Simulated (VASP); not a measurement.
Here is the system:

```xyz
2
Lattice="2.8900 0.0000 0.0000 0.0000 2.8900 0.0000 0.0000 0.0000 2.8900" Properties=species:S:1:pos:R:3 pbc="T T T"
Al     1.4450     1.4450     1.4450
Ni     0.0000     0.0000     0.0000
```

These are PBEsol GGA, VASP's PBE PAW potentials (set 64) (plane waves; VASP 6.6.1) values and carry that method's errors. Run with 480 eV cut-off, 11×11×11 Γ-centred mesh, first-order Methfessel-Paxton smearing of 0.10 eV, potentials Al Ni.

Energy and stress use the plane-wave basis of the starting cell.

Task: The ions, cell shape and volume are relaxed. Predict the relaxed structure.

Result: 
```xyz
2
Lattice="2.8644 0.0000 0.0000 0.0000 2.8644 0.0000 0.0000 0.0000 2.8644" Properties=species:S:1:pos:R:3 pbc="T T T"
Al     1.4322     1.4322     1.4322
Ni     0.0000     0.0000     0.0000
```
Space group Pm-3m (221), at a tolerance of 0.03 Å.

Task: How do energy and volume change from the first to the last step?

Result: The energy (σ→0) changes by -4.4 meV/atom and the volume by -2.6 %, in 3 ionic steps.

The compound is NiAl in the CsCl type structure. This run relaxes it. Symmetry was kept, so distortions that lower it aren't found. The run is not spin-polarised, so no magnetic state was tried. The electron count is odd and the run is not spin-polarised, which forces a metal.
